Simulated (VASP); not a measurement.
Method: optB86b-vdW, VASP's PBE PAW potentials (set 64) (plane waves; VASP).

A VASP calculation is set up with these files.

**INCAR**
```
AGGAC = 0.0
ALGO = Normal
EDIFF = 1E-7
ENCUT = 520
GGA = MK
ISIF = 2
ISMEAR = -5
LASPH = .TRUE.
LCHARG = .TRUE.
LEFG = .TRUE.
LORBIT = 11
LREAL = .FALSE.
LUSE_VDW = .TRUE.
LWAVE = .FALSE.
NEDOS = 601
NELM = 100
PARAM1 = 0.1234
PARAM2 = 1.0
PREC = Accurate
SYSTEM = Li2O
```

**POSCAR**
```
Li2O
1
    0.0000000000     2.2999668349     2.2999668349
    2.2999668349     0.0000000000     2.2999668349
    2.2999668349     2.2999668349     0.0000000000
Li O
2 1
Direct
  0.2500000000   0.2500000000   0.2500000000
  0.7500000000   0.7500000000   0.7500000000
  0.0000000000   0.0000000000   0.0000000000
```

**KPOINTS**
```
Automatic mesh
0
Gamma
9 9 9
0 0 0
```

POTCAR, in this order: Li_sv O (PBE.64 set). Program: vasp_std.

Q: What will the output report for the number of irreducible k-points (NKPTS), largest plane-wave count, number of space-group operations, FFT grid (NGX, NGY, NGZ)?

A: 
| Item | Value |
|---|---|
| number of irreducible k-points (NKPTS) | 35 |
| largest plane-wave count | 663 |
| number of space-group operations | 48 |
| FFT grid (NGX, NGY, NGZ) | 24 × 24 × 24 |

The compound is Li2O in the antifluorite structure. It was relaxed first.
